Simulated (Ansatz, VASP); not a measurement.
## One calculation of SiF, two programs

```
Si F
1.0
     1.33860    0.77284    3.89831
    -1.33860    0.77284    3.89831
     0.00000   -1.54568    3.89831
Si F
1 1
Direct
  0.50000 0.50000 0.50000
  0.00000 0.00000 0.00000
```

Alike in both runs: functional PBE; k mesh 24 × 24 × 24; occupations gaussian, width 0.1 eV; no spin polarisation.

Ansatz relaxed the structure, and its values are those at the end. VASP's run is a single point on that final structure, the one shown.

```csv
,VASP,Ansatz
version,VASP 6.6.1,Ansatz 0.2.0
potentials or method,"VASP PAW PBE potentials, release 64 (Si, F)","scalar-relativistic, plane waves, PAW"
plane-wave cutoff (eV),520,420
valence electrons in the cell,11,11
```

VASP gave:

* gap on the k mesh at the Fermi level (eV): none
* pressure (GPa): -0.2

Q: Which values does Ansatz return?

A: gap on the k mesh at the Fermi level (eV): none; pressure (GPa): 0.0.

A gap of «none» marks a metal or a gap that the smearing closes. The functional is the same, so the differences come from potentials, cutoffs and numerics.

Caveats: an odd number of electrons without spin polarisation forces a metal; a magnetic or distorted state may lie lower.
